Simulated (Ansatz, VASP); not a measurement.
One calculation of LiMg3, two programs

The input INCAR:

```
  PREC = Accurate
  ENCUT = 600
  EDIFF = 1E-6
  ISMEAR = -1
  SIGMA = 0.1
  LREAL = False
  LASPH = True
  NELM = 80
  ALGO = Normal
  ISIF = 3
  LWAVE = False
  LCHARG = False
  GGA = CA
  IBRION = 2
  NSW = 80
  EDIFFG = -0.01
```

The input KPOINTS:

```
regular mesh
0
Gamma
  6 6 6
```

Contents of POSCAR:

```
LiMg3
1.0
    4.9266750000      0.0000000000      0.0000000000
    2.4633375000      4.2666257062      0.0000000000
    2.4633375000      1.4222085687      4.0226132928
Li Mg
1 3
Direct
    0.5000000000      0.5000000000      0.5000000000
    0.0000000000      0.0000000000      0.0000000000
    0.2500000000      0.2500000000      0.2500000000
    0.7500000000      0.7500000000      0.7500000000
```

Input for Ansatz:

```yaml
crystal:
  lattice:
    - [4.926675, 0.0, 0.0]
    - [2.4633375000000006, 4.266625706189699, 0.0]
    - [2.4633375000000006, 1.4222085687299, 4.022613292842104]
  atoms:
    - { symbol: Li, position: [0.5000000000000001, 0.5, 0.5] }
    - { symbol: Mg, position: [0.0, 0.0, 0.0] }
    - { symbol: Mg, position: [0.25000000000000006, 0.25, 0.25] }
    - { symbol: Mg, position: [0.7500000000000001, 0.75, 0.75] }
kpoints:
  mp_grid:
    grid: [6, 6, 6]
hamiltonian:
  xc: lda
  pseudopotentials:
    kind: paw
scf:
  occupations:
    method: fermi_dirac
    width: 0.1
relax:
  cell:
    p_target: 0.0
```

The cell comes from a database or a generator and needn't be the stable form of this composition.

Alike in both runs: task relaxation of cell and atoms; functional LDA; k mesh 6 × 6 × 6; occupations fermi-dirac, width 0.1 eV; no spin polarisation.

|  | VASP | Ansatz |
| --- | --- | --- |
| version | VASP 6.6.1 | Ansatz 0.2.0 |
| potentials or method | VASP PAW LDA potentials, release 64 (Li_sv, Mg) | plane waves, PAW |
| plane-wave cutoff (eV) | 600 | 420 |
| valence electrons in the cell | 9 | 33 |

|  | VASP | Ansatz | Ansatz less VASP |
| --- | --- | --- | --- |
| relaxed volume (Å³/atom) | 20.21 | 20.39 | +0.173 |
| relaxed cell length with the largest relative difference (Å) | 4.854 | 4.868 | +0.0138 |
| energy change over the relaxation (meV/atom) | -4 | -3 | +1.5 |

The two sets of potentials don't hold the same shells in valence.

Caveats: the cutoff is under 1.25 times the usual one of these potentials, so pressure, stress and relaxed cells hold a basis-set (Pulay) error (VASP).
